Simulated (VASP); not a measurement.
An input for Ansatz (written as the equivalent of a VASP run, and not itself run):

Ansatz 0.2 input:
```yaml
crystal:
  lattice:
    - [0.0000000, 2.2600000, 2.2600000]
    - [2.2600000, 0.0000000, 2.2600000]
    - [2.2600000, 2.2600000, 0.0000000]
  atoms:
    - { symbol: Ga, position: [0.0000000, 0.0000000, 0.0000000] }
    - { symbol: N, position: [0.2500000, 0.2500000, 0.2500000] }
kpoints:
  mp_grid: { grid: [9, 9, 9] }
hamiltonian:
  xc: pbe
  dispersion: d4
  pseudopotentials: { kind: paw }
scf:
  occupations: { method: gaussian, width: 0.05 }
  max_iter: 100
relax:
  max_steps: 60
  f_tol: 0.01
  cell: {}
output: { forces: true, stress: true, eigenvalues: true }
```

Task: Write the VASP files for the same calculation (PBE-D4).

Result: Several could match; the one computed here: 
### INCAR
```
ALGO = Normal
EDIFF = 1E-6
EDIFFG = -0.01
ENCUT = 520
GGA = PE
IBRION = 2
ISIF = 3
ISMEAR = 0
IVDW = 13
LASPH = .TRUE.
LCHARG = .FALSE.
LMAXMIX = 4
LREAL = .FALSE.
LWAVE = .FALSE.
NELM = 100
NSW = 60
PREC = Accurate
SIGMA = 0.05
SYSTEM = GaN
```

### POSCAR
```
GaN
1.0
  0.0000000000   2.2600000000   2.2600000000
  2.2600000000   0.0000000000   2.2600000000
  2.2600000000   2.2600000000   0.0000000000
Ga N
1 1
Cart
  0.0000000000   0.0000000000   0.0000000000
  1.1300000000   1.1300000000   1.1300000000
```

**KPOINTS**
```
Automatic mesh
0
Gamma
9 9 9
0 0 0
```

POTCAR, in this order: Ga_d N (PBE.64 set). Program: vasp_std.

The two are equivalent in intent, not identical: each code has its own PAW files, so the cut-off isn't converted (ENCUT is set for VASP's; basis.ecutwfc is left out, and Ansatz then takes the one that its files recommend); Ansatz stops its SCF on the density residual and VASP on the energy change (EDIFF).

The compound is GaN in the zinc blende structure, a metastable form; wurtzite is the usual one. This run relaxes it. Symmetry was kept, so distortions that lower it aren't found.
